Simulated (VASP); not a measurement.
Data:

```
CELL_PARAMETERS angstrom
     -2.42986     2.42986     6.01786
      2.42986    -2.42986     6.01786
      2.42986     2.42986    -6.01786
ATOMIC_POSITIONS crystal
  Sr 0.00000 0.00000 0.00000
  In 0.25000 0.75000 0.50000
  In 0.75000 0.25000 0.50000
  In 0.38549 0.38549 0.00000
  In 0.61451 0.61451 0.00000
```

Calculation: PBEsol GGA, VASP's PBE PAW potentials (set 64) (plane waves; VASP). Numerical set-up: 400 eV cut-off, Gaussian smearing of 0.050 eV, potentials Sr_sv In_d.

Task: Give the energies of bands 25 to 36 at the high-symmetry points, in eV from the Fermi level.

Result: 
```
band      Γ      X      P      N      M      S      R
----  -----  -----  -----  -----  -----  -----  -----
25    -9.44  -6.80  -6.79  -7.77  -8.90  -7.76  -6.78
26    -4.91  -5.82  -5.76  -7.38  -7.30  -7.39  -6.60
27    -4.53  -5.69  -5.76  -4.77  -2.75  -5.36  -5.74
28    -2.52  -5.46  -5.51  -3.73  -2.25  -2.36  -4.39
29    -2.04  -3.01  -2.83  -1.17  -2.25  -1.46  -3.28
30    -2.04  -2.47  -2.14  -0.52  -0.35  -1.43  -2.17
31     0.03  -1.73  -2.14  -0.06  -0.01  -0.28  -1.63
32     0.34   0.63  -0.19  -0.01   0.86   0.41   0.62
33     0.34   1.28   2.09   0.41   1.36   0.81   1.27
34     1.03   1.44   2.09   0.52   1.36   1.50   1.67
35     1.98   3.04   3.13   1.61   1.87   2.02   3.22
36     3.01   3.52   3.15   2.97   2.36   2.41   3.24
```

It has no gap at this level: it comes out as a metal or semimetal.

The structure comes from a computed database's SrIn4 entry (I4/mmm); how it stands against other phases isn't given here. It was relaxed first.
